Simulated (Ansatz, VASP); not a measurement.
## Cross-check of MoS2 between VASP and Ansatz

Aim: how closely do two programs agree when they are given the same cell, functional and k mesh? The cell is taken from a series of runs on this material, whose earlier steps may have relaxed, scaled, displaced or heated it; both programs get it as it stands.

Program: Ansatz 0.2.0. Level of theory: plane waves, with VASP 6.6.1 beside it; PBEsol. Results are calculated unless marked as measured.

**1. Set-up**

The cell holds 3 atoms: 1 Mo and 2 S. Cell: a = 3.081 Å, b = 3.081 Å, c = 29.504 Å, α = 90.0°, β = 90.0°, γ = 120.0°. Vacuum lies along c.

Structure file:

```
Mo S
1.0
     3.08092    0.00000    0.00000
    -1.54046    2.66815    0.00000
     0.00000    0.00000   29.50400
Mo S
1 2
Direct
  0.00000 0.00000 0.33894
  0.33333 0.66667 0.39393
  0.66667 0.33333 0.28394
```

**2. VASP: zone-centre phonons, PBEsol, pair 1**

Second derivatives magnify differences that forces hide, and they need a tight electronic threshold.

Lines of VASP's logs that name or quote its potential files are left out, and so is its time.

Input file INCAR:

```
SYSTEM = MoS2
PREC = Accurate
ENCUT = 500
EDIFF = 1E-08
NELM = 120
ISMEAR = 1
SIGMA = 0.2
LREAL = .FALSE.
ALGO = Normal
GGA = PS
NBANDS = 19
LASPH = .TRUE.
LORBIT = 11
LWAVE = .FALSE.
LCHARG = .FALSE.
ISIF = 2
IBRION = 8
GGA_COMPAT = .FALSE.
NELMDL = -8
KPAR = 2
```

Input file POSCAR:

```
MoS2
1.0
    3.0809191971      0.0000000000      0.0000000000
   -1.5404595985      2.6681542917      0.0000000000
    0.0000000000      0.0000000000     29.5040000000
Mo S
1 2
Direct
    0.0000000000      0.0000000000      0.3389370933
    0.3333333333      0.6666666667      0.3939317766
    0.6666666667      0.3333333333      0.2839424100
```

Input file KPOINTS:

```
Automatic mesh
0
Gamma
15 15 1
0 0 0
```

Potentials, in the order of the species: Mo_sv and S (PBE family, release 64).

Command:

```sh
mpirun -np 2 vasp_std
```

Numbers of over 12 decimals in the logs are rounded to 6 here.

What it wrote:

```text
[banner, memory and clock lines left out]
running    2 mpi-ranks, on    1 nodes
 distrk:  each k-point on    1 cores,    2 groups
 distr:  one band on    1 cores,    1 groups

 POSCAR found type information on POSCAR MoS
 POSCAR found :  2 types and       3 ions
|                                                                             |
|               ----> ADVICE to this user running VASP <----                  |
|                                                                             |
|     You enforced a specific xc type in the INCAR file but a different       |
|     [... a line on the potential file left out ...]
|     I HOPE YOU KNOW WHAT YOU ARE DOING!                                     |
|                                                                             |

 LDA part: xc-table for (Slater+PW92), standard interpolation
 POSCAR, INCAR and KPOINTS ok, starting setup
 FFT: planning ... GRIDC
 FFT: planning ... GRID_SOFT
 FFT: planning ... GRID
 WAVECAR not read
 entering main loop
       N       E                     dE             d eps       ncg     rms          rms(c)
DAV:   1     0.148908700159E+03    0.14891E+03   -0.12925E+04  1458   0.101E+03
DAV:   2    -0.112053456015E+02   -0.16011E+03   -0.15667E+03  1432   0.218E+02
DAV:   3    -0.238424298957E+02   -0.12637E+02   -0.12519E+02  1367   0.561E+01
DAV:   4    -0.240226889833E+02   -0.18026E+00   -0.17836E+00  1417   0.728E+00
DAV:   5    -0.240262501829E+02   -0.35612E-02   -0.35598E-02  1387   0.102E+00
DAV:   6    -0.240263673517E+02   -0.11717E-03   -0.11717E-03  1412   0.168E-01
DAV:   7    -0.240263729858E+02   -0.56341E-05   -0.56337E-05  1409   0.328E-02
DAV:   8    -0.240263732911E+02   -0.30529E-06   -0.30561E-06  1458   0.709E-03    0.254E+01
DAV:   9    -0.231467788951E+02    0.87959E+00   -0.14037E+01  1076   0.210E+01    0.955E+00
DAV:  10    -0.230963532648E+02    0.50426E-01   -0.11777E+01  1082   0.176E+01    0.731E+00
DAV:  11    -0.225647971175E+02    0.53156E+00   -0.29964E+00  1076   0.910E+00    0.178E+00
DAV:  12    -0.225707764379E+02   -0.59793E-02   -0.87734E-02  1233   0.179E+00    0.995E-01
DAV:  13    -0.225630936383E+02    0.76828E-02   -0.38321E-02  1159   0.112E+00    0.191E-01
DAV:  14    -0.225628023597E+02    0.29128E-03   -0.14023E-03  1275   0.232E-01    0.716E-02
[...]
DAV:  23    -0.225632428134E+02   -0.10909E-04   -0.29698E-07  1165   0.158E-03    0.455E-04
DAV:  24    -0.225632485143E+02   -0.57009E-05   -0.16134E-07  1167   0.966E-04    0.447E-04
DAV:  25    -0.225632500844E+02   -0.15701E-05   -0.13336E-08  1154   0.348E-04    0.101E-04
DAV:  26    -0.225632511233E+02   -0.10388E-05   -0.15784E-08  1076   0.312E-04    0.116E-04
DAV:  27    -0.225632514160E+02   -0.29277E-06   -0.14689E-09   954   0.130E-04    0.852E-05
DAV:  28    -0.225632514817E+02   -0.65649E-07    0.33692E-10   831   0.640E-05    0.190E-05
DAV:  29    -0.225632515029E+02   -0.21205E-07    0.50306E-10   780   0.526E-05    0.132E-05
DAV:  30    -0.225632515055E+02   -0.26303E-08    0.60614E-10   672   0.193E-05
   1 F= -.22563252E+02 E0= -.22563650E+02  d E =0.119417E-02
 Linear response reoptimize wavefunctions to high precision
DAV:   1    -0.225632515067E+02   -0.12019E-08    0.62359E-10   825   0.127E-05
DAV:   2    -0.225632515067E+02    0.14552E-10    0.63033E-10   696   0.378E-06
 Linear response DOF=           4
 Linear response progress:
  Degree of freedom:   1/  4
       N       E                     dE             d eps       ncg     rms          rms(c)
RMM:   1    -0.765560612697E+00   -0.76556E+00    0.36088E+00  2633   0.205E+01
RMM:   2    -0.562754623259E+00    0.20281E+00   -0.27768E-01  3663   0.366E+00    0.137E-01
RMM:   3    -0.562195240604E+00    0.55938E-03   -0.62254E-03  4840   0.508E-01    0.702E-02
RMM:   4    -0.561179525117E+00    0.10157E-02   -0.69787E-04  5360   0.166E-01    0.266E-02
RMM:   5    -0.560976892731E+00    0.20263E-03   -0.99133E-05  5592   0.530E-02    0.680E-03
RMM:   6    -0.561010577540E+00   -0.33685E-04   -0.16817E-05  5259   0.183E-02    0.369E-03
RMM:   7    -0.561026974403E+00   -0.16397E-04   -0.90560E-06  5187   0.837E-03    0.155E-03
RMM:   8    -0.561055007275E+00   -0.28033E-04   -0.41197E-06  4986   0.456E-03    0.540E-04
RMM:   9    -0.561050909362E+00    0.40979E-05   -0.53300E-07  5215   0.208E-03    0.123E-04
RMM:  10    -0.561051836902E+00   -0.92754E-06   -0.88726E-07  5781   0.102E-03    0.633E-05
RMM:  11    -0.561053544908E+00   -0.17080E-05   -0.52750E-07  5189   0.600E-04    0.121E-05
RMM:  12    -0.561053493015E+00    0.51893E-07   -0.26016E-07  5823   0.321E-04    0.148E-05
RMM:  13    -0.561053775665E+00   -0.28265E-06   -0.31866E-07  5401   0.202E-04    0.938E-06
RMM:  14    -0.561054088017E+00   -0.31235E-06   -0.19225E-07  5416   0.139E-04    0.312E-06
RMM:  15    -0.561054144239E+00   -0.56223E-07   -0.19096E-07  5927   0.884E-05    0.237E-06
RMM:  16    -0.561054213694E+00   -0.69455E-07   -0.59845E-08  5425   0.636E-05    0.925E-07
RMM:  17    -0.561054251094E+00   -0.37400E-07   -0.25663E-08  5678   0.486E-05    0.431E-07
RMM:  18    -0.561054251515E+00   -0.42073E-09   -0.24338E-08  4588   0.397E-05    0.271E-07
 first order change of Fermi-energy   0.68365E-03
 force on displaced ion       1 direction 1 :  -9.076   0.000   0.000
 Linear response progress:
  Degree of freedom:   2/  4
       N       E                     dE             d eps       ncg     rms          rms(c)
RMM:   1    -0.969148548668E+00   -0.96915E+00    0.43364E+00  1101   0.212E+01
RMM:   2    -0.772548631099E+00    0.19660E+00   -0.29446E-01  1570   0.356E+00    0.199E-01
RMM:   3    -0.771455555373E+00    0.10931E-02   -0.78459E-03  1985   0.547E-01    0.128E-01
RMM:   4    -0.770399112970E+00    0.10564E-02   -0.91708E-04  2296   0.181E-01    0.692E-02
RMM:   5    -0.769981905010E+00    0.41721E-03   -0.11724E-04  2176   0.607E-02    0.175E-02
RMM:   6    -0.770036735504E+00   -0.54830E-04   -0.48081E-05  2183   0.260E-02    0.481E-03
RMM:   7    -0.770065585674E+00   -0.28850E-04   -0.83045E-06  2044   0.107E-02    0.180E-03
RMM:   8    -0.770075528215E+00   -0.99425E-05   -0.18689E-07  2166   0.455E-03    0.111E-03
RMM:   9    -0.770091116120E+00   -0.15588E-04   -0.10755E-06  2055   0.307E-03    0.375E-04
RMM:  10    -0.770088381002E+00    0.27351E-05   -0.15153E-06  1979   0.141E-03    0.280E-04
RMM:  11    -0.770088505597E+00   -0.12459E-06   -0.78827E-07  2211   0.713E-04    0.164E-04
RMM:  12    -0.770090131112E+00   -0.16255E-05   -0.40426E-07  1979   0.705E-04    0.141E-04
RMM:  13    -0.770089708977E+00    0.42214E-06   -0.51015E-07  2220   0.310E-04    0.478E-05
RMM:  14    -0.770089311247E+00    0.39773E-06   -0.19849E-07  1934   0.333E-04    0.397E-05
RMM:  15    -0.770089581422E+00   -0.27018E-06   -0.74204E-08  2046   0.190E-04    0.167E-05
RMM:  16    -0.770089807847E+00   -0.22643E-06   -0.16444E-08  2122   0.137E-04    0.288E-05
RMM:  17    -0.770089793830E+00    0.14017E-07   -0.73834E-08  2260   0.713E-05    0.154E-05
RMM:  18    -0.770089932860E+00   -0.13903E-06   -0.63177E-08  2046   0.793E-05    0.431E-06
RMM:  19    -0.770089896930E+00    0.35930E-07   -0.43494E-08  2108   0.447E-05    0.353E-06
RMM:  20    -0.770089846109E+00    0.50821E-07   -0.24884E-08  1958   0.383E-05    0.182E-06
RMM:  21    -0.770089850535E+00   -0.44257E-08   -0.26227E-08  1839   0.315E-05    0.131E-06
 first order change of Fermi-energy  -0.24522E-02
 force on displaced ion       1 direction 3 :  -0.000  -0.000 -22.738
 Linear response progress:
  Degree of freedom:   3/  4
       N       E                     dE             d eps       ncg     rms          rms(c)
RMM:   1    -0.101999281081E+00   -0.10200E+00   -0.12308E-01 10611   0.174E+00
RMM:   2    -0.891061052746E-01    0.12893E-01   -0.11554E-02  7206   0.546E-01    0.114E-01
RMM:   3    -0.895015037537E-01   -0.39540E-03   -0.53094E-04  7204   0.122E-01    0.636E-02
RMM:   4    -0.897837414283E-01   -0.28224E-03   -0.89543E-05  7408   0.502E-02    0.124E-02
RMM:   5    -0.897635038715E-01    0.20238E-04   -0.34973E-06  7803   0.115E-02    0.554E-03
RMM:   6    -0.897423930896E-01    0.21111E-04   -0.10093E-07  7671   0.400E-03    0.192E-03
RMM:   7    -0.897522026338E-01   -0.98095E-05   -0.28343E-07  7247   0.157E-03    0.764E-04
RMM:   8    -0.897531309486E-01   -0.92831E-06   -0.54411E-08  7578   0.630E-04    0.295E-04
RMM:   9    -0.897527387928E-01    0.39216E-06    0.18731E-08  8186   0.190E-04    0.108E-04
RMM:  10    -0.897523604258E-01    0.37837E-06   -0.61119E-09  7695   0.895E-05    0.223E-05
RMM:  11    -0.897523439530E-01    0.16473E-07   -0.26457E-08  8362   0.558E-05    0.498E-06
RMM:  12    -0.897523621475E-01   -0.18195E-07   -0.50806E-09  8001   0.382E-05    0.310E-06
RMM:  13    -0.897523754010E-01   -0.13254E-07    0.10491E-08  7620   0.358E-05    0.903E-07
RMM:  14    -0.897523696524E-01    0.57486E-08    0.45044E-09  6616   0.333E-05    0.460E-07
 first order change of Fermi-energy   0.19030E-03
 force on displaced ion       2 direction 1 :  -6.410   0.001   0.002
 Linear response progress:
  Degree of freedom:   4/  4
       N       E                     dE             d eps       ncg     rms          rms(c)
RMM:   1    -0.179293751894E+00   -0.17929E+00   -0.12783E-01  2564   0.189E+00
RMM:   2    -0.161096834947E+00    0.18197E-01   -0.14898E-02  1705   0.627E-01    0.375E-01
RMM:   3    -0.161260665055E+00   -0.16383E-03   -0.10072E-03  1651   0.183E-01    0.269E-01
RMM:   4    -0.161630562216E+00   -0.36990E-03   -0.74020E-04  1601   0.155E-01    0.877E-02
RMM:   5    -0.161415549017E+00    0.21501E-03   -0.36293E-04  1590   0.112E-01    0.366E-02
RMM:   6    -0.161424343176E+00   -0.87942E-05   -0.19698E-05  1695   0.267E-02    0.847E-03
RMM:   7    -0.161420977495E+00    0.33657E-05   -0.17787E-06  1835   0.762E-03    0.433E-03
RMM:   8    -0.161421695900E+00   -0.71840E-06   -0.13170E-07  1795   0.163E-03    0.203E-03
RMM:   9    -0.161424353391E+00   -0.26575E-05   -0.26273E-08  1773   0.840E-04    0.788E-04
RMM:  10    -0.161425591591E+00   -0.12382E-05   -0.11328E-08  1874   0.386E-04    0.223E-04
RMM:  11    -0.161425834228E+00   -0.24264E-06    0.30576E-08  1717   0.240E-04    0.502E-05
RMM:  12    -0.161426242580E+00   -0.40835E-06   -0.16286E-08  1736   0.109E-04    0.363E-05
RMM:  13    -0.161427201613E+00   -0.95903E-06    0.26259E-07  1855   0.154E-04    0.448E-05
RMM:  14    -0.161427277503E+00   -0.75891E-07    0.18595E-07  1788   0.736E-05    0.211E-05
RMM:  15    -0.161427487586E+00   -0.21008E-06    0.47804E-08  1940   0.929E-05    0.886E-06
RMM:  16    -0.161427526361E+00   -0.38775E-07    0.79117E-08  1861   0.579E-05    0.103E-05
RMM:  17    -0.161427512779E+00    0.13582E-07    0.16315E-07  1862   0.525E-05    0.288E-06
RMM:  18    -0.161427499307E+00    0.13472E-07    0.83106E-08  1959   0.529E-05    0.257E-06
RMM:  19    -0.161427498783E+00    0.52358E-09    0.87190E-08  1688   0.445E-05    0.154E-06
 first order change of Fermi-energy  -0.70411E+00
 force on displaced ion       2 direction 3 :  -0.000  -0.000 -14.001
 Linear response finished
```

Parts of OUTCAR (step 2):

```text
ion  position               nearest neighbor table
   1  0.000  0.000  0.339-   3 2.41   2 2.41   3 2.41   2 2.41   3 2.41   2 2.41
   2  0.333  0.667  0.394-   1 2.41   1 2.41   1 2.41
   3  0.667  0.333  0.284-   1 2.41   1 2.41   1 2.41

  LATTYP: Found a hexagonal cell.
 ALAT       =     3.0809191971
 C/A-ratio  =     9.5763628036

 Subroutine GETGRP returns: Found 12 space group operations
 (whereof  6 operations were pure point group operations)

The static configuration has the point symmetry C_3v.
 The point group associated with its full space group is D_3d.

 Found     27 irreducible k-points:

   k-points           NKPTS =     27   k-points in BZ     NKDIM =     27   number of bands    NBANDS=     19

   dimension x,y,z NGX =    24 NGY =   24 NGZ =  216
   dimension x,y,z NGXF=    48 NGYF=   48 NGZF=  432

   ENCUT  =  500.0 eV  36.75 Ry    6.06 a.u.   5.62  5.62 53.79*2*pi/ulx,y,z

   NELECT =      26.0000    total number of electrons

 k-points in reciprocal lattice and weights: Automatic mesh
   0.00000000  0.00000000  0.00000000       0.004
   0.06666667  0.00000000  0.00000000       0.027
   0.13333333  0.00000000  0.00000000       0.027
   0.20000000 -0.00000000  0.00000000       0.027
   0.26666667  0.00000000  0.00000000       0.027
   0.33333333  0.00000000  0.00000000       0.027
   0.40000000 -0.00000000  0.00000000       0.027
   0.46666667  0.00000000  0.00000000       0.027
   0.06666667  0.06666667  0.00000000       0.027
[...]
0.33333333  0.26666667  0.00000000       0.053
   0.33333333  0.33333333  0.00000000       0.009

 average (electrostatic) potential at core
       1 -84.4183       2 -94.4525       3 -94.4525

  Total        0.5547125      0.5547125     -0.0117166      0.0000000      0.0000000     -0.0000000
  in kB        3.6644299      3.6644299     -0.0774000      0.0000000      0.0000000     -0.0000000
  external PRESSURE =       2.4171533 kB  Pullay stress =       0.0000000 kB

  energy-cutoff  :      500.00
  volume of cell :      242.53
      direct lattice vectors                 reciprocal lattice vectors
     3.080919197  0.000000000  0.000000000     0.324578457  0.187395460  0.000000000
    -1.540459599  2.668154292  0.000000000     0.000000000  0.374790919  0.000000000
     0.000000000  0.000000000 29.504000000     0.000000000  0.000000000  0.033893709

 POSITION                                       TOTAL-FORCE (eV/Angst)
 -----------------------------------------------------------------------------------
      0.00000      0.00000     10.00000         0.000000      0.000000     -0.000000
     -0.00000      1.77877     11.62256        -0.000000      0.000000      0.003670
      1.54046      0.88938      8.37744         0.000000     -0.000000     -0.003670
 -----------------------------------------------------------------------------------
    total drift:                               -0.000000     -0.000000      0.000004

 Eigenvectors and eigenvalues of the dynamical matrix
 ----------------------------------------------------

   1 f  =   12.015802 THz    75.497510 2PiTHz  400.804008 cm-1    49.693341 meV
             X         Y         Z           dx          dy          dz
      0.000000  0.000000 10.000000     0.000000    0.000000   -0.633392
     -0.000000  1.778770 11.622563     0.000000   -0.000000    0.547181
      1.540460  0.889385  8.377437    -0.000000    0.000000    0.547181

   2 f  =   11.267975 THz    70.798775 2PiTHz  375.859188 cm-1    46.600579 meV
             X         Y         Z           dx          dy          dz
      0.000000  0.000000 10.000000     0.000000    0.000000   -0.000000
     -0.000000  1.778770 11.622563     0.000000   -0.000000    0.707107
      1.540460  0.889385  8.377437    -0.000000    0.000000   -0.707107

   3 f  =    7.944674 THz    49.917859 2PiTHz  265.005798 cm-1    32.856517 meV
             X         Y         Z           dx          dy          dz
      0.000000  0.000000 10.000000     0.000000   -0.000000   -0.000000
     -0.000000  1.778770 11.622563    -0.478392   -0.520712   -0.000000
      1.540460  0.889385  8.377437     0.478392    0.520712   -0.000000

   4 f  =    7.944674 THz    49.917859 2PiTHz  265.005798 cm-1    32.856517 meV
             X         Y         Z           dx          dy          dz
      0.000000  0.000000 10.000000    -0.000000    0.000000    0.000000
     -0.000000  1.778770 11.622563    -0.520712    0.478392    0.000000
      1.540460  0.889385  8.377437     0.520712   -0.478392   -0.000000

   5 f  =    7.596864 THz    47.732506 2PiTHz  253.404113 cm-1    31.418092 meV
             X         Y         Z           dx          dy          dz
      0.000000  0.000000 10.000000    -0.428211   -0.466096   -0.000000
     -0.000000  1.778770 11.622563     0.370371    0.403138   -0.000000
      1.540460  0.889385  8.377437     0.370371    0.403138    0.000000

   6 f  =    7.596864 THz    47.732506 2PiTHz  253.404113 cm-1    31.418092 meV
             X         Y         Z           dx          dy          dz
      0.000000  0.000000 10.000000    -0.466096    0.428211    0.000000
     -0.000000  1.778770 11.622563     0.403138   -0.370371    0.000000
      1.540460  0.889385  8.377437     0.403138   -0.370371    0.000000

   7 f/i=    0.000266 THz     0.001674 2PiTHz    0.008888 cm-1     0.001102 meV
             X         Y         Z           dx          dy          dz
      0.000000  0.000000 10.000000    -0.755110   -0.170876    0.000000
     -0.000000  1.778770 11.622563    -0.436518   -0.098781    0.000000
      1.540460  0.889385  8.377437    -0.436518   -0.098781    0.000000

   8 f/i=    0.000266 THz     0.001674 2PiTHz    0.008888 cm-1     0.001102 meV
             X         Y         Z           dx          dy          dz
      0.000000  0.000000 10.000000    -0.170876    0.755110   -0.000000
     -0.000000  1.778770 11.622563    -0.098781    0.436518   -0.000000
      1.540460  0.889385  8.377437    -0.098781    0.436518   -0.000000

   9 f/i=    0.006629 THz     0.041653 2PiTHz    0.221128 cm-1     0.027416 meV
             X         Y         Z           dx          dy          dz
      0.000000  0.000000 10.000000     0.000000    0.000000    0.773831
     -0.000000  1.778770 11.622563     0.000000    0.000000    0.447876
      1.540460  0.889385  8.377437     0.000000    0.000000    0.447876

 ELASTIC MODULI CONTR FROM IONIC RELAXATION (kBar)
 Direction    XX          YY          ZZ          XY          YZ          ZX
 --------------------------------------------------------------------------------
 XX        -160.2397    -78.5468   -262.9768     -0.0000    110.2851      0.0000
 YY         -78.5468   -160.2397   -262.9768     -0.0000   -110.2851     -0.0000
 ZZ        -262.9768   -262.9768   -579.2353     -0.0000      0.0000      0.0000
 XY          -0.0000     -0.0000     -0.0000    -40.8464     -0.0000    100.5800
 YZ         110.2851   -110.2851      0.0000     -0.0000   -297.7693     -0.0000
 ZX           0.0000     -0.0000      0.0000    100.5800     -0.0000   -247.6675
 --------------------------------------------------------------------------------
```

(Continued in part 2 of 2.)

[Lines on the potential files, build, host, timing and source positions are cut from VASP's logs without a mark.]

[Logs are printed without paths, hosts, clocks, repeated set-up lines and the standing remarks that a program may print on its own settings, such as how far it seeks lower states.]

[Hosts, paths, dates, database ids (printed as entryN), source tags and the programs' standing remarks are cut or masked in the printed files.]
